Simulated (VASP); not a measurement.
# VCrC2 (R-3m) in VASP: relaxation of cell and atoms with r2SCAN

Aim: the relaxation of cell and atoms of VCrC2 with r2SCAN.

Program: VASP 6.6.1. These are calculated values, not measurements. Logs are shortened: lines on timing, memory, paths and dates and some standing lists are left out, and cuts for length are marked.

## 1. The crystal as given

Symmetry: R-3m, No. 166, trigonal system. The conventional cell has a = 2.921 Å, b = 2.921 Å, c = 14.218 Å, α = 90.00°, β = 90.00°, γ = 120.00°. Around Cr (site symmetry -3m) lie 6 C at 2.05 Å. V (site symmetry -3m) has 6 C at 2.07 Å as nearest neighbours. C (site symmetry 3m) has 3 Cr at 2.05 Å and 3 V at 2.07 Å as nearest neighbours.

The cell comes from a database or a generator and needn't be the stable form of this composition.

## 2. Relaxation of cell and atoms, r2SCAN, collinear spin, ferromagnetic start

INCAR

```
PREC     = Accurate       # precision mode
ENCUT    = 600            # plane-wave cutoff, eV
EDIFF    = 1E-7           # SCF threshold, eV
ISMEAR   = 0              # smearing method
SIGMA    = 0.05           # smearing width, eV
LREAL    = F              # projectors in reciprocal space
LASPH    = T              # aspherical terms in the spheres
NELM     = 120            # most SCF steps
ALGO     = Normal         # electronic algorithm
ISIF     = 3              # what is computed and relaxed
LWAVE    = F              # write WAVECAR
LCHARG   = F              # write CHGCAR
ISPIN    = 2              # spin polarisation
MAGMOM   = 3 2 0 0        # initial moments
LORBIT   = 11             # projections on sites
LMAXMIX  = 4              # l up to which the mixer works
METAGGA  = R2SCAN         # meta-GGA
LMIXTAU  = T            
IBRION   = 2              # ionic algorithm
NSW      = 40             # ionic steps
EDIFFG   = -0.01          # ionic threshold
```

KPOINTS

```
Automatic mesh
0
Gamma
  8 8 8
```

POSCAR

```
VCrC2
1.0
    1.4606320425      0.8432963029      4.7393853233
   -1.4606320425      0.8432963029      4.7393853233
    0.0000000000     -1.6865926058      4.7393853233
Cr V C
1 1 2
Direct
    0.5000000000      0.5000000000      0.5000000000
    0.0000000000      0.0000000000      0.0000000000
    0.2487590000      0.2487590000      0.2487590000
    0.7512410000      0.7512410000      0.7512410000
```

Potentials or basis: VASP PAW PBE potentials, release 64 (Cr_pv, V_sv, C).

Launch:

```
> cat potpaw_PBE.64/Cr_pv/POTCAR potpaw_PBE.64/V_sv/POTCAR potpaw_PBE.64/C/POTCAR > POTCAR
> mpirun -np 1 vasp_std > vasp.out
```

OUTCAR:

```text
PREC = Accurate
   ENCUT = 600
   EDIFF = 1E-7
   ISMEAR = 0
   LREAL = F
   LASPH = T
   NELM = 120
   ISIF = 3
   ISPIN = 2
   LORBIT = 11
   METAGGA = R2SCAN
   IBRION = 2
   NSW = 40
   EDIFFG = -0.01

 ion  position               nearest neighbor table
   1  0.500  0.500  0.500-   3 2.05   4 2.05   3 2.05   3 2.05   4 2.05   4 2.05   2 2.91   2 2.91
                             2 2.91   2 2.91   2 2.91   2 2.91
   2  0.000  0.000  0.000-   4 2.07   3 2.07   4 2.07   4 2.07   3 2.07   3 2.07   1 2.91   1 2.91
                             1 2.91   1 2.91   1 2.91   1 2.91
   3  0.249  0.249  0.249-   1 2.05   1 2.05   1 2.05   2 2.07   2 2.07   2 2.07
   4  0.751  0.751  0.751-   1 2.05   1 2.05   1 2.05   2 2.07   2 2.07   2 2.07

  LATTYP: Found a trigonal (rhomboedric) cell.
 ALAT       =     5.0305434956
 COS(alpha) =     0.8313905832

  Lattice vectors:

 A1 = (   1.4606320425,   0.8432963029,   4.7393853233)
 A2 = (  -1.4606320425,   0.8432963029,   4.7393853233)
 A3 = (   0.0000000000,  -1.6865926058,   4.7393853233)

Analysis of symmetry for initial positions (statically):
=====================================================================
 Subroutine PRICEL returns:
 Original cell was already a primitive cell.

 Routine SETGRP: Setting up the symmetry group for a
 trigonal (rhombohedral) supercell.

 Subroutine GETGRP returns: Found 12 space group operations
 (whereof 12 operations were pure point group operations)
 out of a pool of 12 trial point group operations.

The static configuration has the point symmetry D_3d.

Analysis of symmetry for dynamics (positions and initial velocities):
=====================================================================
 Subroutine PRICEL returns:
 Original cell was already a primitive cell.

 Routine SETGRP: Setting up the symmetry group for a
 trigonal (rhombohedral) supercell.

 Subroutine GETGRP returns: Found 12 space group operations
 (whereof 12 operations were pure point group operations)
 out of a pool of 12 trial point group operations.

The dynamic configuration has the point symmetry D_3d.

Analysis of structural, dynamic, and magnetic symmetry:
=====================================================================
 Subroutine PRICEL returns:
 Original cell was already a primitive cell.

 Routine SETGRP: Setting up the symmetry group for a
 trigonal (rhombohedral) supercell.

 Subroutine GETGRP returns: Found 12 space group operations
 (whereof 12 operations were pure point group operations)
[... 125 lines left out ...]
     AMIX     =   0.40;   BMIX     =  1.00
     AMIX_MAG =   1.60;   BMIX_MAG =  1.00
  volume/ion in A,a.u.               =       8.76        59.09
  Fermi-wavevector in a.u.,A,eV,Ry     =   1.604900  3.032822 35.044592  2.575705
  Thomas-Fermi vector in A             =   2.701332
   LORBIT       =     11    0 simple, 1 ext, 2 COOP (PROOUT), +10 PAW based schemes
   METAGGA = R2SCAN    functional components
   LHFCALC =     F    Hartree Fock is set to
   AEXX    =    0.0000 exact exchange contribution
   IVDW    =     0    specifies the selected vdW correction
   LEPSILON=     F    determine dielectric tensor
   LRPA    =     F    only Hartree local field effects (RPA)
 conjugate gradient relaxation of ions
 spin polarized calculation
 Gauss-broadening in eV      SIGMA  =   0.05
  energy-cutoff  :      600.00
  volume of cell :       35.03
 maximum number of plane-waves:      1192
   NGX = 21   NGY = 21   NGZ = 21

--------------------------------------- Ionic step        1  -------------------------------------------

 number of electron      32.9999997 magnetization       0.0248168

 number of electron      32.9999997 magnetization      -0.0374607

 Free energy of the ion-electron system (eV)
  ---------------------------------------------------
  ext. energy  EPLUGINS =         0.00000000
  ---------------------------------------------------
  free energy    TOTEN  =       -49.56279074 eV

  energy without entropy =      -49.56023762  energy(sigma->0) =      -49.56151418

------------------------ aborting loop because EDIFF is reached ----------------------------------------

  FORCE on cell =-STRESS in cart. coord.  units (eV):
  Direction    XX          YY          ZZ          XY          YZ          ZX
  --------------------------------------------------------------------------------------
  -------------------------------------------------------------------------------------
  Total       -1.1417188     -1.1417188     -1.0594332      0.0000000      0.0000000      0.0000000
  in kB      -52.2246370    -52.2246370    -48.4607202      0.0000000      0.0000000      0.0000000
  external PRESSURE =     -50.9699981 kB  Pullay stress =       0.0000000 kB
[... 141 lines left out ...]
--------------------------------------- Ionic step        5  -------------------------------------------

 number of electron      32.9999999 magnetization       0.0006644

 Free energy of the ion-electron system (eV)
  ---------------------------------------------------
  ext. energy  EPLUGINS =         0.00000000
  ---------------------------------------------------
  free energy    TOTEN  =       -49.57318685 eV

  energy without entropy =      -49.57090811  energy(sigma->0) =      -49.57204748

 E-fermi :  11.4652     XC(G=0): -14.7252

 val. band max:       11.4162775462   @ k =  -0.2500   0.3750   0.1250
 cond. band min:      11.4773631377   @ k =  -0.2500  -0.2500   0.1250
 fundamental gap:      0.0610855915
 Fermi energy:        11.4651816468

 spin component 1

 k-point     1 :       0.0000    0.0000    0.0000
  band No.  band energies     occupation
      1     -56.2879      1.00000
      2     -34.1179      1.00000
      3     -34.0363      1.00000
      4     -34.0363      1.00000
      5     -29.1090      1.00000
      6     -28.8238      1.00000
[... 613 lines left out ...]
     22      13.8586      0.00000
     23      14.0789      0.00000

 [... further k-points ...]

 spin component 2

 k-point     1 :       0.0000    0.0000    0.0000
  band No.  band energies     occupation
      1     -56.2882      1.00000
      2     -34.1157      1.00000
      3     -34.0353      1.00000
      4     -34.0353      1.00000
      5     -29.1093      1.00000
      6     -28.8241      1.00000
[... 646 lines left out ...]
  FREE ENERGIE OF THE ION-ELECTRON SYSTEM (eV)
  ---------------------------------------------------
  free  energy   TOTEN  =       -49.5731868495 eV

  energy  without entropy=      -49.5709081062  energy(sigma->0) =      -49.57204748

 reached required accuracy - stopping structural energy minimisation

 total charge

# of ion       s       p       d       tot
------------------------------------------
    1        0.473   6.463   4.318  11.254
    2        2.267   6.341   3.170  11.778
    3        0.909   1.544   0.000   2.453
    4        0.909   1.544   0.000   2.453
--------------------------------------------------
tot          4.558  15.892   7.488  27.937

 magnetization (x)

# of ion       s       p       d       tot
------------------------------------------
    1        0.000   0.000   0.001   0.001
    2       -0.000  -0.000  -0.000  -0.000
    3       -0.000  -0.000   0.000  -0.000
    4       -0.000  -0.000   0.000  -0.000
--------------------------------------------------
tot          0.000  -0.000   0.001   0.001
```

It took 72 min on 1 thread of Intel Xeon 6975P-C (Granite Rapids), shared host; peak memory 0.42 GiB.

Results:

```
Free energy                                           : -49.5732 eV
Relaxed volume                                        : 8.61 Å³/atom
Relaxed cell                                          : a = 5.004 Å, b = 5.004 Å, c = 5.004 Å, α = 33.74°, β = 33.74°, γ = 33.74°
Space group after relaxing (to 0.05 Å)                : R-3m (No. 166)
Energy gained by relaxing                             : 2.6 meV/atom
Ionic steps                                           : 5
Pressure after relaxing                               : -0.1 GPa
Band gap on the k mesh                                : none (metal or under the smearing width)
Net moment                                            : 0.00 μB per cell
Valence electrons inside the program's atomic spheres : Cr 11.25; V 11.78; C 2.45
```

The path:
```tsv
step	energy change (eV)	largest force (eV/Å)	pressure (GPa)	volume (Å³)
1	0.0000	0.0748	-5.10	35.03
2	0.0097	0.0250	8.21	33.63
3	-0.0103	0.0375	0.05	34.43
4	-0.0103	0.0384	-0.10	34.44
5	-0.0104	0.0007	-0.10	34.44
```

Final structure:
```
Cr V C
1.0
     1.45219    0.83842    4.71485
    -1.45219    0.83842    4.71485
     0.00000   -1.67684    4.71485
Cr V C
1 1 2
Direct
  0.50000 0.50000 0.50000
  0.00000 0.00000 0.00000
  0.24897 0.24897 0.24897
  0.75103 0.75103 0.75103
```

Caveat: the starting moments collapsed, and a magnetic state may lie lower; the PAW data sets were made with another functional, which shifts forces and pressure a little.
